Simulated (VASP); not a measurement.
# A VASP study of Ag (Silver) (LDA): structure first, properties next, part 2 of 4

How well does LDA reproduce what experiment finds for Ag (Silver)? The cell is relaxed first, and properties follow on it. Left out of this account: 1 further run (phonons: it ended without a result to show). The start is a cell from a database of measured crystal structures.

VASP 6.6.1; LDA; plane waves and PAW (Ag).

Still holding for the runs below: This run has no spin polarisation. Its electron count is odd, so without a moment it is a metal by construction. The k-mesh is coarse for a metal.

So far. Step 2 (Relaxing cell and atoms (LDA)): It ends with forces that vanish by symmetry and a pressure of -0.09 GPa. The volume lies -6.1 % from that of the database's start, which holds the thermal and zero-point expansion of its experiment. LDA is known to overbind. Step 3 (Second relaxation): It ends with forces that vanish by symmetry and a pressure of -0.02 GPa. The volume moved by only 0.13 %, so the volume is settled.

**4. Density, ELF and potential (LDA)**

The relaxed cell gets a fresh self-consistent run, on a basis set for its own volume, to fix the density and to check the remaining stress.

INCAR reads:

```
SYSTEM = Ag
PREC = Accurate
ENCUT = 400
EDIFF = 1E-06
NELM = 100
ISMEAR = 1
SIGMA = 0.2
LREAL = .FALSE.
ALGO = Normal
GGA = CA
NBANDS = 11
LORBIT = 11
LWAVE = .FALSE.
LCHARG = .TRUE.
ISIF = 2
LELF = .TRUE.
LVHAR = .TRUE.
```

POSCAR reads:

```
Ag
1.0
    0.0000000000      2.0009944308      2.0009944308
    2.0009944308      0.0000000000      2.0009944308
    2.0009944308      2.0009944308      0.0000000000
Ag
1
Direct
    0.0000000000      0.0000000000      0.0000000000
```

KPOINTS reads:

```
Automatic mesh
0
Gamma
10 10 10
0 0 0
```

PAW data sets: Ag (LDA family, release 64).

Started as:

```bash
$ mpirun -np 2 vasp_std
```

Output:

```text
[banner, memory and clock lines left out]
running    2 mpi-ranks, on    1 nodes
 distrk:  each k-point on    2 cores,    1 groups
 distr:  one band on    1 cores,    2 groups

 POSCAR found type information on POSCAR Ag
 POSCAR found :  1 types and       1 ions
 LDA part: xc-table for (Slater(with rela. corr.)+CA(PZ))
 , standard interpolation
|                                                                             |
|           W    W    AA    RRRRR   N    N  II  N    N   GGGG   !!!           |
|           W    W   A  A   R    R  NN   N  II  NN   N  G    G  !!!           |
|           W    W  A    A  R    R  N N  N  II  N N  N  G       !!!           |
|           W WW W  AAAAAA  RRRRR   N  N N  II  N  N N  G  GGG   !            |
|           WW  WW  A    A  R   R   N   NN  II  N   NN  G    G                |
|           W    W  A    A  R    R  N    N  II  N    N   GGGG   !!!           |
|                                                                             |
|     The number of bands has been changed from the values supplied in        |
|     The orbitals not found in the WAVECAR file will be initialized with     |
|     random numbers, which is usually adequate. For correlated               |
|     calculations, however, you should redo the groundstate calculation.     |
|     I found NBANDS = 11. Now, NBANDS = 12.                                  |
|                                                                             |

 POSCAR, INCAR and KPOINTS ok, starting setup
 FFT: planning ... GRIDC
 FFT: planning ... GRID_SOFT
 FFT: planning ... GRID
 WAVECAR not read
 entering main loop
       N       E                     dE             d eps       ncg     rms          rms(c)
DAV:   1     0.393074781813E+02    0.39307E+02   -0.47165E+03  1228   0.666E+02
DAV:   2    -0.356000763810E+01   -0.42867E+02   -0.40711E+02  1332   0.169E+02
DAV:   3    -0.409392206741E+01   -0.53391E+00   -0.53344E+00  1336   0.197E+01
DAV:   4    -0.409552461182E+01   -0.16025E-02   -0.16025E-02  1284   0.111E+00
DAV:   5    -0.409553646498E+01   -0.11853E-04   -0.11854E-04  1340   0.859E-02    0.650E+00
DAV:   6    -0.378307679147E+01    0.31246E+00   -0.12144E+00  1216   0.980E+00    0.399E+00
DAV:   7    -0.377011171437E+01    0.12965E-01   -0.94625E-03  1292   0.869E-01    0.218E+00
DAV:   8    -0.376497259038E+01    0.51391E-02   -0.94395E-04  1284   0.239E-01    0.885E-02
DAV:   9    -0.376498621611E+01   -0.13626E-04   -0.79431E-06  1332   0.190E-02    0.182E-02
DAV:  10    -0.376498517365E+01    0.10425E-05   -0.19869E-06  1308   0.999E-03    0.328E-03
DAV:  11    -0.376498515628E+01    0.17364E-07   -0.40185E-08   696   0.160E-03
   1 F= -.37649852E+01 E0= -.37653758E+01  d E =0.117183E-02
```

Wall time 2 s (2 MPI ranks of Intel Xeon 6975P-C (Granite Rapids), shared host); peak memory 0.19 GiB; 2.9 s of CPU time.

From OUTCAR (step 4):

```text
  LATTYP: Found a face centered cubic cell.
 ALAT       =     4.0019888616

The static configuration has the point symmetry O_h .

 Found     47 irreducible k-points:

   k-points           NKPTS =     47   k-points in BZ     NKDIM =     47   number of bands    NBANDS=     12

   NELECT =      11.0000    total number of electrons

 E-fermi :   8.9955

 k-point     1 :       0.0000    0.0000    0.0000
  band No.  band energies     occupation
    ...
      2       4.0467      2.00000
      3       4.0467      2.00000
      4       4.0467      2.00000
      5       5.2236      2.00000
      6       5.2236      2.00000
      7      25.1868      0.00000
      8      29.0647      0.00000
      9      29.0647      0.00000
     10      29.0647      0.00000
     11      34.2418      0.00000
    ...

 k-point     2 :       0.1000    0.0000    0.0000
  band No.  band energies     occupation
    ...
      2       3.9711      2.00000
      3       4.1372      2.00000
      4       4.1372      2.00000
      5       5.1911      2.00000
      6       5.1911      2.00000
      7      25.2083      0.00000
      8      27.0316      0.00000
      9      29.2550      0.00000
     10      29.2550      0.00000
     11      33.7339      0.00000
    ...

  Total       -0.0004018     -0.0004018     -0.0004018      0.0000000     -0.0000000     -0.0000000
  in kB       -0.0401758     -0.0401758     -0.0401758      0.0000000     -0.0000000     -0.0000000
  external PRESSURE =      -0.0401758 kB  Pullay stress =       0.0000000 kB

  energy-cutoff  :      400.00
  volume of cell :       16.02
      direct lattice vectors                 reciprocal lattice vectors
     0.000000000  2.000994431  2.000994431    -0.249875758  0.249875758  0.249875758
     2.000994431  0.000000000  2.000994431     0.249875758 -0.249875758  0.249875758
     2.000994431  2.000994431  0.000000000     0.249875758  0.249875758 -0.249875758

 POSITION                                       TOTAL-FORCE (eV/Angst)
 -----------------------------------------------------------------------------------
      0.00000      0.00000      0.00000         0.000000      0.000000      0.000000
 -----------------------------------------------------------------------------------
    total drift:                                0.000000     -0.000000     -0.000000

  FREE ENERGIE OF THE ION-ELECTRON SYSTEM (eV)
  ---------------------------------------------------
  free  energy   TOTEN  =        -3.7649851563 eV

  energy  without entropy=       -3.7661569903  energy(sigma->0) =       -3.76537577

[... 7 parts as in an earlier step ...]

[... 4 further parts left out ...]
```

Numbers from this step:

```yaml
scf_cycles: 11
bands: 12
pressure: -0.004018 GPa
```

Valence electrons inside each PAW sphere by angular momentum. Sphere charges, by row:

```csv
atom,s (e),p (e),d (e),tot (e)
Ag1,0.446,0.345,9.151,9.942
```

ELF in the ac plane of the conventional cell at fractional y = 0.000, with atoms of Ag within 0.2 Å of it. It is the smooth field of the valence electrons, not physical close to the nuclei.

Values, 14 rows by 14 columns, each cell a mean:
```
0.01 0.03 0.16 0.26 0.20 0.18 0.17 0.17 0.17 0.18 0.23 0.23 0.10 0.01
0.07 0.13 0.24 0.25 0.19 0.18 0.18 0.18 0.18 0.18 0.21 0.25 0.19 0.10
0.23 0.25 0.25 0.20 0.18 0.19 0.20 0.20 0.20 0.19 0.19 0.23 0.25 0.23
0.24 0.22 0.20 0.18 0.20 0.25 0.26 0.26 0.26 0.23 0.19 0.19 0.21 0.23
0.18 0.18 0.18 0.20 0.25 0.24 0.16 0.13 0.18 0.25 0.23 0.19 0.18 0.18
0.17 0.17 0.18 0.22 0.25 0.13 0.03 0.02 0.06 0.18 0.26 0.20 0.18 0.17
0.17 0.17 0.18 0.24 0.23 0.07 0.01 0.02 0.02 0.13 0.26 0.20 0.18 0.17
0.17 0.17 0.18 0.23 0.23 0.10 0.01 0.01 0.03 0.16 0.26 0.20 0.18 0.17
0.18 0.18 0.18 0.21 0.25 0.19 0.10 0.07 0.13 0.24 0.25 0.19 0.18 0.18
0.20 0.20 0.19 0.19 0.23 0.25 0.23 0.23 0.25 0.25 0.20 0.18 0.19 0.20
0.26 0.26 0.23 0.19 0.19 0.21 0.23 0.24 0.22 0.20 0.18 0.20 0.25 0.26
0.13 0.18 0.25 0.23 0.19 0.18 0.18 0.18 0.18 0.18 0.20 0.25 0.24 0.16
0.02 0.06 0.18 0.26 0.20 0.18 0.17 0.17 0.17 0.18 0.22 0.25 0.13 0.03
0.02 0.02 0.13 0.26 0.20 0.18 0.17 0.17 0.17 0.18 0.24 0.23 0.07 0.01
```
Columns run along a (4.0 Å), rows up along c (4.0 Å), edges of the conventional cell, whose origin can differ from the input's. Atoms in or near the plane, at fractional coordinates: Ag at (0.00, 0.00), Ag at (0.50, 0.50).

Valence density in the ac plane of the conventional cell at fractional y = 0.000, with atoms of Ag within 0.2 Å of it. It is the smooth field of the valence electrons, not physical close to the nuclei.

Ten even steps from '_' (0.1 e/Å³) to '@' (7.1 e/Å³), each cell a mean:
```
%%**--________________..==##
==--..__________________::==
....______________________..
______________..____________
__________..----::..________
________..--**##++::________
________..==%%@@##--..______
________..==##%%**--________
__________::====--..________
____________......__________
..__________________________
--::..__________________..--
##++::________________..--**
@@##--..______________..==%%
```
Columns run along a (4.0 Å), rows up along c (4.0 Å), edges of the conventional cell, whose origin can differ from the input's. Atoms in or near the plane, at fractional coordinates: Ag at (0.00, 0.00), Ag at (0.50, 0.50).

Electrostatic potential energy in the ac plane of the conventional cell at fractional y = 0.000, with atoms of Ag within 0.2 Å of it. With pseudopotentials it is smooth inside the atoms' cores, unlike the true potential.

Values in eV, 14 rows by 14 columns, each cell a mean:
```
-67 -61 -43 -15   0   2   3   3   3   2  -4 -27 -52 -65
-55 -47 -29  -7   0   2   2   2   2   1  -1 -16 -37 -52
-31 -23 -11  -1   0   0   0  -1   0   1   0  -4 -16 -27
 -5  -3   0   0  -1  -7 -15 -18 -12  -4   0   0  -1  -4
  2   2   1   0 -11 -29 -43 -47 -38 -22  -4   1   1   2
  3   3   2  -3 -23 -47 -61 -64 -57 -38 -12   0   2   3
  3   3   2  -5 -31 -55 -67 -68 -64 -47 -18  -1   2   3
  3   3   2  -4 -27 -52 -65 -67 -61 -43 -15   0   2   3
  2   2   1  -1 -16 -37 -52 -55 -47 -29  -7   0   2   2
 -1   0   1   0  -4 -16 -27 -31 -23 -11  -1   0   0   0
-18 -12  -4   0   0  -1  -4  -5  -3   0   0  -1  -7 -15
-47 -38 -22  -4   1   1   2   2   2   1   0 -11 -29 -43
-64 -57 -38 -12   0   2   3   3   3   2  -3 -23 -47 -61
-68 -64 -47 -18  -1   2   3   3   3   2  -5 -31 -55 -67
```
Columns run along a (4.0 Å; values clipped at the 3rd and 97th percentile), rows up along c (4.0 Å), edges of the conventional cell, whose origin can differ from the input's. Atoms in or near the plane, at fractional coordinates: Ag at (0.00, 0.00), Ag at (0.50, 0.50).

In this run the pressure is 0.00 GPa, small enough to go on.

**5. Band structure (LDA)**

Levels along the symmetry lines show where the bands peak and cross; KPOINTS_OPT computes them in the converged potential.

INCAR reads:

```
SYSTEM = Ag
PREC = Accurate
ENCUT = 400
EDIFF = 1E-06
NELM = 100
ISMEAR = 1
SIGMA = 0.2
LREAL = .FALSE.
ALGO = Normal
GGA = CA
NBANDS = 16
LORBIT = 11
LWAVE = .FALSE.
LCHARG = .FALSE.
KPAR = 2
```

POSCAR is that of step 4.

KPOINTS is that of step 4.

KPOINTS_OPT reads:

```
Line mode
16
Line-mode
Reciprocal
  0.00000000   0.00000000   0.00000000 GAMMA
  0.50000000   0.00000000   0.50000000 X

  0.50000000   0.00000000   0.50000000 X
  0.50000000   0.25000000   0.75000000 W

  0.50000000   0.25000000   0.75000000 W
  0.37500000   0.37500000   0.75000000 K

  0.37500000   0.37500000   0.75000000 K
  0.00000000   0.00000000   0.00000000 GAMMA

  0.00000000   0.00000000   0.00000000 GAMMA
  0.50000000   0.50000000   0.50000000 L

  0.50000000   0.50000000   0.50000000 L
  0.62500000   0.25000000   0.62500000 U

  0.62500000   0.25000000   0.62500000 U
  0.50000000   0.25000000   0.75000000 W

  0.50000000   0.25000000   0.75000000 W
  0.50000000   0.50000000   0.50000000 L

  0.50000000   0.50000000   0.50000000 L
  0.37500000   0.37500000   0.75000000 K

  0.62500000   0.25000000   0.62500000 U
  0.50000000   0.00000000   0.50000000 X
```

Started as:

```bash
$ mpirun -np 2 vasp_std
```

Output:

```text
[... set-up lines as in an earlier step ...]
 entering main loop
       N       E                     dE             d eps       ncg     rms          rms(c)
DAV:   1     0.489486105926E+02    0.48949E+02   -0.43327E+03  1528   0.503E+02
DAV:   2    -0.315917573117E+01   -0.52108E+02   -0.49027E+02  2008   0.154E+02
DAV:   3    -0.409342965176E+01   -0.93425E+00   -0.93370E+00  1816   0.205E+01
DAV:   4    -0.409552613739E+01   -0.20965E-02   -0.20964E-02  1944   0.105E+00
DAV:   5    -0.409553650212E+01   -0.10365E-04   -0.10364E-04  1776   0.641E-02    0.650E+00
DAV:   6    -0.378277585438E+01    0.31276E+00   -0.10627E+00  2232   0.735E+00    0.397E+00
DAV:   7    -0.377011343056E+01    0.12662E-01   -0.12617E-02  2120   0.745E-01    0.219E+00
DAV:   8    -0.376497413727E+01    0.51393E-02   -0.91683E-04  2168   0.198E-01    0.113E-01
DAV:   9    -0.376498565434E+01   -0.11517E-04   -0.10539E-05  1624   0.233E-02    0.153E-02
DAV:  10    -0.376498515832E+01    0.49603E-06   -0.16649E-06  2040   0.819E-03
   1 F= -.37649852E+01 E0= -.37653757E+01  d E =0.117177E-02
 Start KPOINTS_OPT (optional k-point list driver)
k-point batch [1-47\160]
       N       E                     dE             ncg
DAV:   1     0.479150906960E+04   -0.13278E+05     1512
DAV:   2     0.235289055483E+04   -0.24386E+04     2000
DAV:   3     0.231394820290E+04   -0.38942E+02     1896
DAV:   4     0.231386673967E+04   -0.81463E-01     2072
DAV:   5     0.231386635513E+04   -0.38453E-03     1800
DAV:   6     0.231386635307E+04   -0.20647E-05     1824
DAV:   7     0.231386635300E+04   -0.65220E-07     1376
[...]
k-point batch [142-160\160]
       N       E                     dE             ncg
DAV:   1     0.136836942513E+05   -0.74027E+04      608
DAV:   2     0.127021973187E+05   -0.98150E+03      800
DAV:   3     0.126864505130E+05   -0.15747E+02      840
DAV:   4     0.126864245833E+05   -0.25930E-01      816
DAV:   5     0.126864244905E+05   -0.92816E-04      816
DAV:   6     0.126864244901E+05   -0.36911E-06      624
```

The job ended after 4.8 s (2 MPI ranks; peak memory 0.22 GiB; 8.5 s of CPU time).

OUTCAR, selected parts (step 5):

```text
   k-points           NKPTS =     47   k-points in BZ     NKDIM =     47   number of bands    NBANDS=     16

   NELECT =      11.0000    total number of electrons

 E-fermi :   8.9954

 k-point     1 :       0.0000    0.0000    0.0000
  band No.  band energies     occupation
    ...
      2       4.0466      2.00000
      3       4.0466      2.00000
      4       4.0466      2.00000
      5       5.2235      2.00000
      6       5.2235      2.00000
      7      25.1868      0.00000
      8      29.0646      0.00000
      9      29.0646      0.00000
     10      29.0646      0.00000
     11      34.2419      0.00000
    ...

  Total        0.0029983      0.0029983      0.0029983      0.0000000      0.0000000      0.0000000
  in kB        0.2997873      0.2997873      0.2997873      0.0000000      0.0000000      0.0000000
  external PRESSURE =       0.2997873 kB  Pullay stress =       0.0000000 kB

 POSITION                                       TOTAL-FORCE (eV/Angst)
 -----------------------------------------------------------------------------------
      0.00000      0.00000      0.00000        -0.000000     -0.000000     -0.000000
 -----------------------------------------------------------------------------------
    total drift:                                0.000000     -0.000000     -0.000000

  FREE ENERGIE OF THE ION-ELECTRON SYSTEM (eV)
  ---------------------------------------------------
  free  energy   TOTEN  =        -3.7649851583 eV

  energy  without entropy=       -3.7661569317  energy(sigma->0) =       -3.76537575

[... 8 parts as in an earlier step ...]

[... 8 further parts left out ...]
```

Spin-orbit coupling is off here; it would split degenerate levels.

Numbers from this step:

* SCF cycles: 10
* bands: 16
* pressure: 0.02998 GPa

Electronic bands along the path, in eV, zero at the Fermi level; # counts the bands kept:

| point | #2 | #3 | #4 | #5 | #6 | #7 |
| --- | --- | --- | --- | --- | --- | --- |
| Γ | -4.95 | -4.95 | -4.95 | -3.77 | -3.77 | 16.19 |
| 0.53 of the way | -5.93 | -3.85 | -3.85 | -3.70 | -3.31 | 14.73 |
| X | -6.63 | -2.91 | -2.64 | -2.64 | 1.54 | 7.28 |
| 0.47 of the way | -6.33 | -3.64 | -3.23 | -2.64 | 3.01 | 7.30 |
| W | -5.27 | -5.27 | -3.78 | -2.64 | 6.22 | 6.22 |
| 0.53 of the way | -5.77 | -4.54 | -3.63 | -2.79 | 4.89 | 5.84 |
| K | -5.84 | -4.17 | -3.53 | -2.97 | 4.49 | 5.50 |
| 0.47 of the way | -5.42 | -4.78 | -4.24 | -4.13 | -2.10 | 11.64 |
| Γ | -4.95 | -4.95 | -4.95 | -3.77 | -3.77 | 16.19 |
| 0.47 of the way | -4.88 | -4.72 | -4.72 | -3.69 | -3.69 | 12.31 |
| L | -4.97 | -4.97 | -2.87 | -2.87 | -0.55 | 3.99 |
| 0.47 of the way | -5.28 | -4.51 | -4.16 | -2.95 | 1.62 | 4.15 |
| U | -5.84 | -4.17 | -3.53 | -2.97 | 4.49 | 5.50 |
| 0.47 of the way | -5.77 | -4.54 | -3.63 | -2.79 | 4.89 | 5.84 |
| W | -5.27 | -5.27 | -3.78 | -2.64 | 6.22 | 6.22 |
| 0.47 of the way | -5.52 | -4.60 | -4.19 | -2.97 | 2.69 | 4.34 |
| L | -4.97 | -4.97 | -2.87 | -2.87 | -0.55 | 3.99 |
| 0.47 of the way | -5.28 | -4.51 | -4.16 | -2.95 | 1.62 | 4.15 |
| K | -5.84 | -4.17 | -3.53 | -2.97 | 4.49 | 5.50 |
| jump to U | -5.84 | -4.17 | -3.53 | -2.97 | 4.49 | 5.50 |
| 0.47 of the way | -6.40 | -3.27 | -3.12 | -2.74 | 2.58 | 7.27 |
| X | -6.63 | -2.91 | -2.64 | -2.64 | 1.54 | 7.28 |

The electronic bands as a text plot (rows in eV, shown from -8.0 to 4.0 only):

```
    3.7 |                                           *   *   * *
    3.2 |                                    *
    2.7 |          *      *
    2.2 |                                            *     *   *
    1.7 |        **                         *                   *
    1.2 |                                             *
    0.7 |                  *                              *
    0.2 |       *                          *           * *
   -0.3 |                   *             *
   -0.8 |                                *              *
   -1.3 |      *
   -1.8 |
   -2.3 |                    *          *
   -2.8 |       *********                ***** ************* ****
   -3.3 |   ****   **    **   **       **  *  *        * *  * **
   -3.8 |*** **      ********   *******       ******* *   * ***
   -4.3 |  **       *   *  *****            *****    *     * *
   -4.8 |***         * * *********************   *  * ***** *
   -5.3 | **          *   *******   **     ***    ** *** ****
   -5.8 |   **       *********                *******        *
   -6.3 |    ***   *** ***                  *****    **   ******
   -6.8 |   *   ****          *       ******           ***     **
   -7.3 |  *                   *     *
   -7.8 | *                     *   *
         Γ       X    W  K        Γ      L     U  W     L   K|U X
```

There is no gap at this level.

(Part 2 of 4 ends here.)

[Lines on the potential files, build, host, timing and source positions are cut from VASP's logs without a mark.]

[Logs are printed without paths, hosts, clocks, repeated set-up lines and the standing remarks that a program may print on its own settings, such as how far it seeks lower states.]

[Hosts, paths, dates, database ids (printed as entryN), source tags and the programs' standing remarks are cut or masked in the printed files.]

[A measured line is paired with the nearest computed mode of its activity, which favours agreement.]
